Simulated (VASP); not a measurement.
Consider the following.

```xyz
2
Lattice="0.0000 2.9132 2.9132 2.9132 0.0000 2.9132 2.9132 2.9132 0.0000" Properties=species:S:1:pos:R:3 pbc="T T T"
Cd     0.0500     0.0000     0.0000
S      1.4566     1.4566     1.4566
```

These are PBEsol GGA, VASP's PBE PAW potentials (set 64) (plane waves; VASP) values and carry that method's errors. Settings: 480 eV cut-off, 8×8×8 Γ-centred mesh, Gaussian smearing of 0.050 eV, potentials Cd S.

What does the run give for the energy per atom (σ→0), largest force, band gap (on the k-mesh) with the smallest direct gap where there is one?

```yaml
band gap (on the k-mesh): 1.01 eV
smallest direct gap (on the k-mesh): 1.01 eV
energy per atom (σ→0): -3.403 eV/atom
largest_force: 0.254 eV/Å
```

The compound is CdS in the zinc blende structure, a metastable form; wurtzite is the usual one. This cell was strained or had an atom moved on purpose.
